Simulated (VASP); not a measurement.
These are PBE GGA with D3 dispersion (Becke-Johnson damping), VASP's PBE PAW potentials (set 64) (plane waves; VASP 6.6.1) values and carry that method's errors.

A VASP calculation is set up with these files.

### POSCAR
```
NaF
1
   -0.0000000000     2.3135257310     2.3135257310
    2.3135257310     0.0000000000     2.3135257310
    2.3135257310     2.3135257310     0.0000000000
Na F
1 1
Direct
  0.0000000000   0.0000000000   0.0000000000
  0.5000000000   0.5000000000   0.5000000000
```

### KPOINTS
```
k-points along high-symmetry lines
15
Line-mode
Reciprocal
  0.000000   0.000000   0.000000 ! GAMMA
  0.500000   0.000000   0.500000 ! X

  0.500000   0.000000   0.500000 ! X
  0.625000   0.250000   0.625000 ! U

  0.375000   0.375000   0.750000 ! K
  0.000000   0.000000   0.000000 ! GAMMA

  0.000000   0.000000   0.000000 ! GAMMA
  0.500000   0.500000   0.500000 ! L

  0.500000   0.500000   0.500000 ! L
  0.500000   0.250000   0.750000 ! W

  0.500000   0.250000   0.750000 ! W
  0.500000   0.000000   0.500000 ! X
```

INCAR:
```
SYSTEM=NaF
PREC=Accurate; ENCUT=520; LREAL=F
LASPH=T; ICHARG=11
EDIFF=1E-7; NELM=100; ALGO=Normal
ISMEAR=0; SIGMA=0.05
GGA=PE; IVDW=12
LWAVE=F; LCHARG=F; LORBIT=11
```

POTCAR, in this order: Na_pv F (PBE.64 set). Program: vasp_std. Read from the step before: CHGCAR.

The resulting files:

### OUTCAR
```
 ion  position               nearest neighbor table
   1  0.000  0.000  0.000-   2 2.31   2 2.31   2 2.31   2 2.31   2 2.31   2 2.31
   2  0.500  0.500  0.500-   1 2.31   1 2.31   1 2.31   1 2.31   1 2.31   1 2.31
  LATTYP: Found a face centered cubic cell.
 ALAT       =     4.6270514620
 Subroutine PRICEL returns:
 Original cell was already a primitive cell.
 Subroutine GETGRP returns: Found 48 space group operations
The static configuration has the point symmetry O_h .
The dynamic configuration has the point symmetry O_h .
 Subroutine INISYM returns: Found 48 space group operations
   k-points           NKPTS =     90   k-points in BZ     NKDIM =     90   number of bands    NBANDS=     11
   number of dos      NEDOS =    301   number of ions     NIONS =      2
   total plane-waves  NPLWV =  13824
   dimension x,y,z NGX =    24 NGY =   24 NGZ =   24
   dimension x,y,z NGXF=    48 NGYF=   48 NGZF=   48
   ions per type =               1   1
   PREC   = accura    normal or accurate (medium, high low for compatibility)
   ISTART =      0    job   : 0-new  1-cont  2-samecut
   ICHARG =     11    charge: 1-file 2-atom 10-const
   ISPIN  =      1    spin polarized calculation?
   LNONCOLLINEAR =      F non collinear calculations
   LSORBIT =      F    spin-orbit coupling
   INIWAV =      1    electr: 0-lowe 1-rand  2-diag
   ENCUT  =  520.0 eV  38.22 Ry    6.18 a.u.   6.08  6.08  6.08*2*pi/ulx,y,z
   NELM   =    100;   NELMIN=  2; NELMDL= -5     # of ELM steps
   EDIFF  = 0.1E-06   stopping-criterion for ELM
   LREAL  =      F    real-space projection
   NLSPLINE    = F    spline interpolate recip. space projectors
   LMAXMIX     =    2 max onsite mixed and CHGCAR
   VOSKOWN=      0    Vosko Wilk Nusair interpolation
   EDIFFG = 0.1E-05   stopping-criterion for IOM
   NSW    =      0    number of steps for IOM
   NBLOCK =      1;   KBLOCK =      1    inner block; outer block
   IBRION =     -1    ionic relax: 0-MD 1-quasi-New 2-CG
   NFREE  =      0    steps in history (QN), initial steepest desc. (CG)
   ISIF   =      2    stress and relaxation
   ISYM   =      2    0-nonsym 1-usesym 2-fastsym
   TEIN   =    0.0    initial temperature
   TEBEG  =    0.0;   TEEND  =   0.0 temperature during run
...
```

### OSZICAR
```
       N       E                     dE             d eps       ncg     rms          rms(c)
DAV:   1     0.107434602124E+03    0.10743E+03   -0.82929E+03  2004   0.155E+03
DAV:   2    -0.214097105010E+01   -0.10958E+03   -0.10233E+03  2116   0.357E+02
DAV:   3    -0.813855856139E+01   -0.59976E+01   -0.59736E+01  2274   0.851E+01
DAV:   4    -0.820016625514E+01   -0.61608E-01   -0.61599E-01  2151   0.936E+00
DAV:   5    -0.820082934879E+01   -0.66309E-03   -0.66309E-03  2287   0.986E-01
DAV:   6    -0.820084070429E+01   -0.11356E-04   -0.11355E-04  2182   0.128E-01
DAV:   7    -0.820084095549E+01   -0.25120E-06   -0.25121E-06  2297   0.185E-02
DAV:   8    -0.820084096117E+01   -0.56853E-08   -0.56925E-08  1677   0.283E-03
   1 F= -.85496720E+01 E0= -.85496720E+01  d E =-.123241E-17
```

### OUTCAR
```
 val. band max:       -2.0644226596   @ k =   0.0000   0.0000   0.0000

 cond. band min:       4.2594670311   @ k =   0.0000   0.0000   0.0000



 k-point     1 :       0.0000    0.0000    0.0000
  band No.  band energies     occupation
      1     -21.2450      2.00000
      2     -20.9978      2.00000
      3     -20.9978      2.00000
      4     -20.9978      2.00000
      5      -2.0644      2.00000
      6      -2.0644      2.00000
      7      -2.0644      2.00000
      8       4.2595      0.00000
      9      16.9442      0.00000
     10      16.9442      0.00000
     11      16.9442      0.00000

 k-point     2 :       0.0357    0.0000    0.0357
  band No.  band energies     occupation
      1     -21.2814      2.00000
      2     -20.9984      2.00000
      3     -20.9984      2.00000
      4     -20.9583      2.00000
      5      -2.0976      2.00000
      6      -2.0701      2.00000
      7      -2.0701      2.00000
      8       4.3228      0.00000
      9      16.6643      0.00000
     10      16.9564      0.00000
     11      16.9564      0.00000

 k-point     3 :       0.0714    0.0000    0.0714
  band No.  band energies     occupation
      1     -21.3530      2.00000
      2     -21.0004      2.00000
      3     -21.0004      2.00000
      4     -20.8778      2.00000
      5      -2.1911      2.00000
      6      -2.0868      2.00000
      7      -2.0868      2.00000
      8       4.5075      0.00000
      9      16.0559      0.00000
     10      16.9919      0.00000
     11      16.9919      0.00000

 k-point     4 :       0.1071    0.0000    0.1071
  band No.  band energies     occupation
      1     -21.4254      2.00000
      2     -21.0036      2.00000
      3     -21.0036      2.00000
      4     -20.7914      2.00000
      5      -2.3297      2.00000
      6      -2.1133      2.00000
      7      -2.1133      2.00000
      8       4.7992      0.00000
      9      15.3673      0.00000
     10      17.0479      0.00000
...
```

The density is held fixed in this step, so its total energy and stress have no physical meaning.

The compound is NaF in the rock salt structure. It was relaxed first.
